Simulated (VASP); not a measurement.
# A VASP study of SnSe2 (PBEsol): structure first, properties next, part 3 of 6

What structure and properties does PBEsol give SnSe2, and how near are they to the measured ones? The start is a cell from a database of measured crystal structures.

VASP 6.6.1, plane waves and PAW; the level of theory is named at each step.

So far, gap on the k-mesh (eV): step 2 (relaxing cell and atoms (PBEsol)) 0.637. The relaxed cell has a = 3.820, c = 6.134 Å (conventional setting).

### Step 5. Density of states (PBEsol)

Level of this step: PBEsol; plane waves and PAW (Sn_d, Se) (VASP).

A density of states needs more k-points than a total energy; ISMEAR = -5 takes tetrahedra, and LORBIT projects the states on the PAW spheres. The mesh is finer than in the run before.

INCAR reads:

```
SYSTEM = SnSe2
PREC = Accurate
ENCUT = 400
EDIFF = 1E-06
NELM = 100
ISMEAR = -5
SIGMA = 0.05
LREAL = .FALSE.
ALGO = Normal
GGA = PS
NBANDS = 26
LORBIT = 11
LWAVE = .FALSE.
LCHARG = .FALSE.
KPAR = 2
NEDOS = 2001
```

POSCAR reads:

```
SnSe2
1.0
    3.8202979081      0.0000000000      0.0000000000
   -1.9101489540      3.3084750384      0.0000000000
    0.0000000000      0.0000000000      6.1341064093
Sn Se
1 2
Direct
    0.0000000000      0.0000000000      0.0000000000
    0.3333333333      0.6666666667      0.2587113852
    0.6666666667      0.3333333333      0.7412886148
```

KPOINTS reads:

```
Automatic mesh
0
Gamma
10 10 6
0 0 0
```

PAW data sets: Sn_d and Se (PBE family, release 64).

The run is started by

```console
mpirun -np 2 vasp_std
```

Output:

```text
[... set-up lines as in an earlier step ...]
 entering main loop
       N       E                     dE             d eps       ncg     rms          rms(c)
DAV:   1     0.186979235345E+03    0.18698E+03   -0.98798E+03  4002   0.953E+02
DAV:   2     0.955348850856E+01   -0.17743E+03   -0.16698E+03  3964   0.300E+02
DAV:   3    -0.125434600418E+02   -0.22097E+02   -0.21764E+02  4686   0.891E+01
DAV:   4    -0.132301648983E+02   -0.68670E+00   -0.68577E+00  4418   0.168E+01
DAV:   5    -0.132453191139E+02   -0.15154E-01   -0.15153E-01  5164   0.255E+00    0.494E+00
DAV:   6    -0.130081682447E+02    0.23715E+00   -0.37447E-01  5210   0.570E+00    0.309E+00
DAV:   7    -0.129823815686E+02    0.25787E-01   -0.11598E-01  4686   0.193E+00    0.905E-01
DAV:   8    -0.129804885922E+02    0.18930E-02   -0.94848E-03  4822   0.754E-01    0.253E-01
DAV:   9    -0.129805162140E+02   -0.27622E-04   -0.98038E-04  4138   0.189E-01    0.765E-02
DAV:  10    -0.129805153685E+02    0.84553E-06   -0.82677E-05  4558   0.486E-02    0.268E-02
DAV:  11    -0.129805268665E+02   -0.11498E-04   -0.14592E-05  4078   0.193E-02    0.473E-03
DAV:  12    -0.129805271824E+02   -0.31587E-06   -0.83468E-07  3490   0.485E-03
   1 F= -.12980527E+02 E0= -.12980527E+02  d E =0.000000E+00
```

Elapsed: 26 s, on 2 MPI ranks of AMD EPYC 9R45, shared host; peak memory 0.41 GiB; 44 s of CPU time.

OUTCAR, selected parts (step 5):

```text
   k-points           NKPTS =     72   k-points in BZ     NKDIM =     72   number of bands    NBANDS=     26

   NELECT =      26.0000    total number of electrons

 E-fermi :   4.1017

 k-point     1 :       0.0000    0.0000    0.0000
  band No.  band energies     occupation
    ...
      9       3.4698      2.00000
     10       3.4698      2.00000
     11       3.7041      2.00000
     12       3.7041      2.00000
     13       3.9569      2.00000
     14       4.9043      0.00000
     15       7.0088      0.00000
     16       8.6328      0.00000
     17       8.6328      0.00000
     18      12.0568      0.00000
    ...

  Total        0.0068037      0.0068037      0.0313289      0.0000000      0.0000000     -0.0000000
  in kB        0.1405971      0.1405971      0.6474105      0.0000000      0.0000000     -0.0000000
  external PRESSURE =       0.3095349 kB  Pullay stress =       0.0000000 kB

 POSITION                                       TOTAL-FORCE (eV/Angst)
 -----------------------------------------------------------------------------------
      0.00000      0.00000      0.00000        -0.000000      0.000000      0.000000
     -0.00000      2.20565      1.58696         0.000000      0.000000      0.007396
      1.91015      1.10283      4.54714        -0.000000     -0.000000     -0.007396
 -----------------------------------------------------------------------------------
    total drift:                               -0.000000     -0.000000      0.000000

  FREE ENERGIE OF THE ION-ELECTRON SYSTEM (eV)
  ---------------------------------------------------
  free  energy   TOTEN  =       -12.9805271824 eV

  energy  without entropy=      -12.9805271824  energy(sigma->0) =      -12.98052718

[... 6 parts as in an earlier step ...]

[... 10 further parts left out ...]
```

Numbers from this step:

| Item | Value |
| --- | --- |
| irreducible k-points | 72 |
| Fermi energy | 4.102 eV |
| pressure | 0.03095 GPa |
| valence top at k | 0.1, 0.1, 0 |
| conduction bottom at k | 0, 0.4, 0.3333 |
| gap on the k-mesh | 0.4997 eV |
| least direct gap on the k-mesh | 0.9474 eV |

The density of states has structure finer than the step of the table below, so its rows give means over 1 eV, whole bins alone (the curve runs from -12.0 to 8.41 eV). Peaks (eV: height): total -11.8: 8.25, -7.2: 3.18, -0.5: 4.53, 5.1: 4.37; Se p -2.4: 0.979, -0.5: 2.50, 1.8: 0.747, 5.2: 0.670; Sn p -2.5: 0.374, 4.3: 0.798, 5.1: 1.28, 6.6: 0.409; Sn s -7.2: 1.54, 1.8: 0.429; Se s -11.8: 5.89.

States under -12.0 eV and over 8.4 eV are left out. Density of states against energy, zero at the valence-band top; means over each step; values in states/eV/cell:

| energy (eV) | total | Se p | Sn p | Sn s | Se s |
| --- | --- | --- | --- | --- | --- |
| -8 | 0 | 0 | 0 | 0 | 0 |
| -7 | 1.31 | 0.166 | 0.00157 | 0.615 | 0.0985 |
| -6 | 0.682 | 0.0901 | 6.0e-4 | 0.259 | 0.122 |
| -5 | 0.272 | 0.0800 | 0.0420 | 0.00269 | 0.00681 |
| -4 | 1.49 | 0.467 | 0.231 | 0.00348 | 0.0259 |
| -3 | 2.15 | 0.776 | 0.311 | 0.0128 | 0.0330 |
| -2 | 1.90 | 0.784 | 0.226 | 0.00983 | 0.0245 |
| -1 | 3.03 | 1.53 | 0.117 | 0.0161 | 0.0220 |
| 0 | 1.16 | 0.660 | 0.0130 | 0.00169 | 0.00412 |
| 1 | 0.870 | 0.302 | 0.0137 | 0.194 | 0.00858 |
| 2 | 1.13 | 0.435 | 0.0257 | 0.253 | 0.0163 |
| 3 | 0.0739 | 0.00644 | 0.0201 | 3.5e-4 | 0.00726 |
| 4 | 1.66 | 0.230 | 0.412 | 0.00925 | 0.102 |
| 5 | 2.67 | 0.436 | 0.781 | 0.00470 | 0.0597 |
| 6 | 2.48 | 0.454 | 0.473 | 0.00807 | 0.0195 |
| 7 | 1.11 | 0.138 | 0.0997 | 0.00377 | 0.00384 |

The gap on this mesh is 0.50 eV. In the top eV of the valence band the largest shares in the PAW spheres are Se p 55 %; in the lowest eV of the conduction band, Se p 35 % and Sn s 22 %. The rest lies in smaller channels or between the spheres.

### Step 6. Vibrations at Γ (PBEsol)

Zone-centre modes test whether the atoms sit at a minimum within this cell. IBRION = 8 takes the force constants from linear response, which needs tightly converged orbitals.

INCAR reads:

```
SYSTEM = SnSe2
PREC = Accurate
ENCUT = 400
EDIFF = 1E-08
NELM = 100
ISMEAR = 0
SIGMA = 0.05
LREAL = .FALSE.
ALGO = Normal
GGA = PS
NBANDS = 19
LORBIT = 11
LWAVE = .FALSE.
LCHARG = .FALSE.
KPAR = 2
IBRION = 8
ISIF = 2
```

POSCAR is that of step 5.

KPOINTS reads:

```
Automatic mesh
0
Gamma
7 7 4
0 0 0
```

The run is started by

```console
mpirun -np 2 vasp_std
```

Output:

```text
[... set-up lines as in an earlier step ...]
 entering main loop
       N       E                     dE             d eps       ncg     rms          rms(c)
DAV:   1     0.181399631666E+03    0.18140E+03   -0.10635E+04  1084   0.131E+03
DAV:   2     0.671679586200E+01   -0.17468E+03   -0.16933E+03  1135   0.340E+02
DAV:   3    -0.126228544435E+02   -0.19340E+02   -0.18892E+02  1366   0.107E+02
DAV:   4    -0.132272157573E+02   -0.60436E+00   -0.60350E+00  1220   0.200E+01
DAV:   5    -0.132419346544E+02   -0.14719E-01   -0.14718E-01  1503   0.322E+00    0.493E+00
DAV:   6    -0.130033726477E+02    0.23856E+00   -0.47936E-01  1533   0.786E+00    0.312E+00
DAV:   7    -0.129775951723E+02    0.25777E-01   -0.14107E-01  1266   0.264E+00    0.893E-01
DAV:   8    -0.129756555275E+02    0.19396E-02   -0.10488E-02  1326   0.997E-01    0.252E-01
DAV:   9    -0.129756819012E+02   -0.26374E-04   -0.11047E-03  1156   0.246E-01    0.741E-02
DAV:  10    -0.129756852438E+02   -0.33426E-05   -0.91773E-05  1376   0.610E-02    0.283E-02
DAV:  11    -0.129756971727E+02   -0.11929E-04   -0.20821E-05  1124   0.256E-02    0.544E-03
DAV:  12    -0.129756973391E+02   -0.16642E-06   -0.11755E-06  1465   0.849E-03    0.446E-03
DAV:  13    -0.129756975952E+02   -0.25610E-06   -0.80167E-07  1136   0.542E-03    0.179E-03
DAV:  14    -0.129756976200E+02   -0.24845E-07   -0.32422E-08  1278   0.104E-03    0.809E-04
DAV:  15    -0.129756976218E+02   -0.17458E-08   -0.78183E-09   905   0.629E-04
   1 F= -.12975698E+02 E0= -.12975698E+02  d E =-.126436E-15
 Linear response reoptimize wavefunctions to high precision
DAV:   1    -0.129756976362E+02   -0.14450E-07   -0.13997E-09   947   0.228E-04
DAV:   2    -0.129756976363E+02   -0.73669E-10   -0.99542E-11   622   0.814E-05
 Linear response DOF=           4
 Linear response progress:
  Degree of freedom:   1/  4
       N       E                     dE             d eps       ncg     rms          rms(c)
RMM:   1    -0.209620204164E+00   -0.20962E+00    0.79810E-01  2743   0.131E+01
RMM:   2    -0.215027420516E+00   -0.54072E-02   -0.13518E-02  4088   0.893E-01    0.679E-02
RMM:   3    -0.214901732557E+00    0.12569E-03   -0.10335E-03  4430   0.228E-01    0.362E-02
RMM:   4    -0.214638849663E+00    0.26288E-03   -0.72632E-05  4545   0.675E-02    0.165E-02
RMM:   5    -0.214520903514E+00    0.11795E-03   -0.99245E-06  4483   0.240E-02    0.506E-03
RMM:   6    -0.214517304407E+00    0.35991E-05   -0.11746E-06  4730   0.784E-03    0.176E-03
RMM:   7    -0.214522702875E+00   -0.53985E-05   -0.94436E-08  4769   0.267E-03    0.186E-04
RMM:   8    -0.214522967271E+00   -0.26440E-06    0.27710E-08  4808   0.102E-03    0.392E-05
RMM:   9    -0.214523088913E+00   -0.12164E-06    0.18484E-08  4919   0.445E-04    0.198E-05
RMM:  10    -0.214522893270E+00    0.19564E-06    0.52367E-08  4863   0.215E-04    0.722E-06
RMM:  11    -0.214522867416E+00    0.25854E-07    0.31567E-08  5045   0.113E-04    0.466E-06
RMM:  12    -0.214522815545E+00    0.51871E-07    0.13503E-08  4751   0.632E-05    0.154E-06
RMM:  13    -0.214522794275E+00    0.21271E-07    0.47531E-09  4736   0.390E-05    0.159E-06
RMM:  14    -0.214522770119E+00    0.24156E-07    0.61163E-09  4449   0.265E-05    0.276E-07
RMM:  15    -0.214522769417E+00    0.70136E-09    0.33317E-09  3055   0.187E-05    0.547E-07
 first order change of Fermi-energy  -0.24053E-04
 force on displaced ion       1 direction 1 :  -5.228   0.000   0.000
 Linear response progress:
  Degree of freedom:   2/  4
       N       E                     dE             d eps       ncg     rms          rms(c)
RMM:   1    -0.224285801681E+00   -0.22429E+00    0.83354E-01  1323   0.135E+01
RMM:   2    -0.228503130106E+00   -0.42173E-02   -0.14957E-02  1922   0.889E-01    0.109E-01
RMM:   3    -0.227606211422E+00    0.89692E-03   -0.12264E-03  2032   0.243E-01    0.626E-02
RMM:   4    -0.226967145387E+00    0.63907E-03   -0.19231E-04  2073   0.888E-02    0.301E-02
RMM:   5    -0.226612776309E+00    0.35437E-03   -0.71885E-05  2075   0.535E-02    0.787E-03
RMM:   6    -0.226628542359E+00   -0.15766E-04   -0.77340E-06  2144   0.167E-02    0.172E-03
RMM:   7    -0.226651630926E+00   -0.23089E-04   -0.11172E-06  2183   0.608E-03    0.120E-03
RMM:   8    -0.226656896921E+00   -0.52660E-05   -0.24270E-07  2133   0.203E-03    0.208E-04
RMM:   9    -0.226656617643E+00    0.27928E-06    0.31542E-07  2273   0.819E-04    0.795E-05
RMM:  10    -0.226657623400E+00   -0.10058E-05    0.14511E-07  2178   0.304E-04    0.219E-05
RMM:  11    -0.226657705471E+00   -0.82071E-07    0.57910E-08  2320   0.124E-04    0.833E-06
RMM:  12    -0.226657726548E+00   -0.21076E-07   -0.86118E-08  2283   0.429E-05    0.260E-06
RMM:  13    -0.226657705732E+00    0.20815E-07   -0.23170E-08  2271   0.221E-05    0.619E-07
RMM:  14    -0.226657709984E+00   -0.42512E-08   -0.27225E-08  1717   0.136E-05    0.506E-07
 first order change of Fermi-energy   0.38137E-04
 force on displaced ion       1 direction 3 :  -0.000   0.000 -14.989
 Linear response progress:
  Degree of freedom:   3/  4
       N       E                     dE             d eps       ncg     rms          rms(c)
RMM:   1    -0.802630064852E-01   -0.80263E-01    0.61855E-02  8530   0.142E+00
RMM:   2    -0.795780778998E-01    0.68493E-03   -0.19755E-03  6386   0.271E-01    0.837E-02
RMM:   3    -0.797797870078E-01   -0.20171E-03   -0.23314E-04  7216   0.811E-02    0.430E-02
RMM:   4    -0.800420517898E-01   -0.26226E-03   -0.54819E-05  7252   0.457E-02    0.701E-03
RMM:   5    -0.800553129953E-01   -0.13261E-04   -0.25107E-06  7428   0.102E-02    0.309E-03
RMM:   6    -0.800489504340E-01    0.63626E-05   -0.29800E-07  7536   0.293E-03    0.115E-03
RMM:   7    -0.800501337068E-01   -0.11833E-05    0.49739E-08  7621   0.917E-04    0.233E-04
RMM:   8    -0.800506406817E-01   -0.50697E-06    0.48175E-07  7868   0.302E-04    0.561E-05
RMM:   9    -0.800503704406E-01    0.27024E-06    0.50243E-07  7929   0.994E-05    0.693E-06
RMM:  10    -0.800503765520E-01   -0.61114E-08   -0.62574E-09  8238   0.311E-05    0.370E-06
 first order change of Fermi-energy  -0.71224E-05
 force on displaced ion       2 direction 1 :  -3.357  -0.001  -0.000
 Linear response progress:
  Degree of freedom:   4/  4
       N       E                     dE             d eps       ncg     rms          rms(c)
RMM:   1    -0.993187912717E-01   -0.99319E-01    0.68755E-02  2328   0.151E+00
RMM:   2    -0.975249013367E-01    0.17939E-02   -0.22617E-03  1889   0.255E-01    0.917E-02
RMM:   3    -0.973795455903E-01    0.14536E-03   -0.27408E-04  2028   0.825E-02    0.431E-02
RMM:   4    -0.973661907579E-01    0.13355E-04   -0.46444E-05  2061   0.406E-02    0.197E-02
RMM:   5    -0.973830047465E-01   -0.16814E-04   -0.15144E-05  2032   0.220E-02    0.582E-03
RMM:   6    -0.973821774671E-01    0.82728E-06   -0.11172E-06  2049   0.651E-03    0.149E-03
RMM:   7    -0.973827846822E-01   -0.60722E-06   -0.78418E-08  2086   0.157E-03    0.518E-04
RMM:   8    -0.973829769732E-01   -0.19229E-06   -0.16773E-08  1982   0.646E-04    0.139E-04
RMM:   9    -0.973829999576E-01   -0.22984E-07    0.23997E-07  2038   0.256E-04    0.557E-05
RMM:  10    -0.973829116364E-01    0.88321E-07   -0.74987E-08  2278   0.838E-05    0.165E-05
RMM:  11    -0.973829237557E-01   -0.12119E-07   -0.13871E-07  2077   0.298E-05    0.723E-06
RMM:  12    -0.973829331574E-01   -0.94017E-08    0.12573E-08  2200   0.147E-05    0.139E-06
 first order change of Fermi-energy   0.67463E+00
 force on displaced ion       2 direction 3 :   0.000  -0.000  -8.440
 Linear response finished
```

It took 1.8 min on 2 MPI ranks; peak memory 0.74 GiB; 3.2 min of CPU time.

From OUTCAR (step 6):

```text
   NELECT =      26.0000    total number of electrons

  Total        0.0180650      0.0180650      0.0098097      0.0000000     -0.0000000      0.0000000
  in kB        0.3733115      0.3733115      0.2027170      0.0000000     -0.0000000      0.0000000
  external PRESSURE =       0.3164467 kB  Pullay stress =       0.0000000 kB

 POSITION                                       TOTAL-FORCE (eV/Angst)
 -----------------------------------------------------------------------------------
      0.00000      0.00000      0.00000        -0.000000      0.000000      0.000000
     -0.00000      2.20565      1.58696        -0.000000      0.000000      0.003422
      1.91015      1.10283      4.54714         0.000000     -0.000000     -0.003422
 -----------------------------------------------------------------------------------
    total drift:                                0.000000     -0.000000     -0.000000

 Eigenvectors and eigenvalues of the dynamical matrix
 ----------------------------------------------------

   1 f  =    7.343697 THz    46.141806 2PiTHz  244.959350 cm-1    30.371075 meV
             X         Y         Z           dx          dy          dz
      0.000000  0.000000  0.000000    -0.000000   -0.000000   -0.756443
     -0.000000  2.205650  1.586963    -0.000000   -0.000000    0.462490
      1.910149  1.102825  4.547143     0.000000    0.000000    0.462490

   2 f  =    5.401707 THz    33.939926 2PiTHz  180.181552 cm-1    22.339655 meV
             X         Y         Z           dx          dy          dz
      0.000000  0.000000  0.000000    -0.000000    0.000000   -0.000000
     -0.000000  2.205650  1.586963    -0.000000    0.000000    0.707107
      1.910149  1.102825  4.547143     0.000000   -0.000000   -0.707107

   3 f  =    4.335295 THz    27.239461 2PiTHz  144.609870 cm-1    17.929331 meV
             X         Y         Z           dx          dy          dz
      0.000000  0.000000  0.000000    -0.680374   -0.331399    0.000000
     -0.000000  2.205650  1.586963     0.415533    0.202399   -0.000000
      1.910149  1.102825  4.547143     0.415533    0.202399    0.000000

   4 f  =    4.335295 THz    27.239461 2PiTHz  144.609870 cm-1    17.929331 meV
             X         Y         Z           dx          dy          dz
      0.000000  0.000000  0.000000    -0.331399    0.680374    0.000000
     -0.000000  2.205650  1.586963     0.202399   -0.415533    0.000000
      1.910149  1.102825  4.547143     0.202399   -0.415533    0.000000

   5 f  =    3.571270 THz    22.438949 2PiTHz  119.124734 cm-1    14.769578 meV
             X         Y         Z           dx          dy          dz
      0.000000  0.000000  0.000000     0.000000    0.000000   -0.000000
     -0.000000  2.205650  1.586963     0.635712    0.309629   -0.000000
      1.910149  1.102825  4.547143    -0.635712   -0.309629   -0.000000

   6 f  =    3.571270 THz    22.438949 2PiTHz  119.124734 cm-1    14.769578 meV
             X         Y         Z           dx          dy          dz
      0.000000  0.000000  0.000000     0.000000   -0.000000    0.000000
     -0.000000  2.205650  1.586963    -0.309629    0.635712    0.000000
      1.910149  1.102825  4.547143     0.309629   -0.635712    0.000000

   7 f/i=    0.008160 THz     0.051274 2PiTHz    0.272203 cm-1     0.033749 meV
             X         Y         Z           dx          dy          dz
      0.000000  0.000000  0.000000    -0.597576    0.264894   -0.000000
     -0.000000  2.205650  1.586963    -0.489221    0.216862   -0.000000
      1.910149  1.102825  4.547143    -0.489221    0.216862   -0.000000

   8 f/i=    0.008160 THz     0.051274 2PiTHz    0.272203 cm-1     0.033749 meV
             X         Y         Z           dx          dy          dz
      0.000000  0.000000  0.000000    -0.264894   -0.597576   -0.000000
     -0.000000  2.205650  1.586963    -0.216862   -0.489221   -0.000000
      1.910149  1.102825  4.547143    -0.216862   -0.489221   -0.000000

   9 f/i=    0.009907 THz     0.062246 2PiTHz    0.330454 cm-1     0.040971 meV
             X         Y         Z           dx          dy          dz
      0.000000  0.000000  0.000000    -0.000000    0.000000    0.654060
     -0.000000  2.205650  1.586963    -0.000000    0.000000    0.534886
      1.910149  1.102825  4.547143    -0.000000    0.000000    0.534886

 ELASTIC MODULI CONTR FROM IONIC RELAXATION (kBar)
 Direction    XX          YY          ZZ          XY          YZ          ZX
 --------------------------------------------------------------------------------
 XX        -140.1142   -123.3935   -342.3489     -0.0000     39.5986      0.0000
 YY        -123.3935   -140.1142   -342.3489     -0.0000    -39.5986     -0.0000
 ZZ        -342.3489   -342.3489   -889.5587     -0.0000     -0.0000     -0.0000
 XY          -0.0000     -0.0000     -0.0000     -8.3604     -0.0000     51.0922
 YZ          39.5986    -39.5986     -0.0000     -0.0000   -187.5570     -0.0000
 ZX           0.0000     -0.0000     -0.0000     51.0922     -0.0000   -312.2361
 --------------------------------------------------------------------------------

[... 8 parts as in an earlier step ...]

[... 3 further parts left out ...]
```

Energies printed during the response cycles are not total energies of the cell.

Numbers from this step:

```yaml
bands: 19
irreducible_k_points: 28
pressure_of_the_cell: 0.03164 GPa
largest_force_of_the_cell: 0.003422 eV/Å
fermi_energy: 4.292 eV
valence_top_at_k: 0.1429, 0, 0
conduction_bottom_at_k: 0, 0.4286, 0.25
gap_on_the_k_mesh: 0.6368 eV
least_direct_gap_on_the_k_mesh: 0.9469 eV
```

Transverse limit, no LO-TO splitting. Modes at Γ, with each element's share of the kinetic energy:

| mode | frequency (cm⁻¹) | symmetry | Sn % | Se % |
| --- | --- | --- | --- | --- |
| 1 | -0.3 | acoustic | 43 | 57 |
| 2 | -0.3 | acoustic | 43 | 57 |
| 3 | -0.3 | acoustic | 43 | 57 |
| 4 | 119.1 | Eg | 0 | 100 |
| 5 | 119.1 | Eg | 0 | 100 |
| 6 | 144.6 | Eu | 57 | 43 |
| 7 | 144.6 | Eu | 57 | 43 |
| 8 | 180.2 | A1g | 0 | 100 |
| 9 | 245.0 | A2u | 57 | 43 |

Displacements in mode 5 (119.1 cm⁻¹), the largest set to 1:
```
Sn1  0.00  0.00  0.00
Se2  1.00  0.49  0.00
Se3 -1.00 -0.49  0.00
```

Displacements in mode 7 (144.6 cm⁻¹), the largest set to 1:
```
Sn1 -1.00 -0.49  0.00
Se2  0.75  0.36  0.00
Se3  0.75  0.36  0.00
```

The three acoustic modes lie within 0.3 cm⁻¹ of zero, and all others are real. By the characters of their eigenvectors the optical modes sort into (cm⁻¹) Raman active: Eg 119, A1g 180; infrared active: Eu 145, A2u 245. With a centre of inversion no mode is active in both.

[end of part 3 of 6]

[Lines on the potential files, build, host, timing and source positions are cut from VASP's logs without a mark.]

[Logs are printed without paths, hosts, clocks, repeated set-up lines and the standing remarks that a program may print on its own settings, such as how far it seeks lower states.]

[Hosts, paths, dates, database ids (printed as entryN), source tags and the programs' standing remarks are cut or masked in the printed files.]

[A measured line is paired with the nearest computed mode of its activity, which favours agreement.]
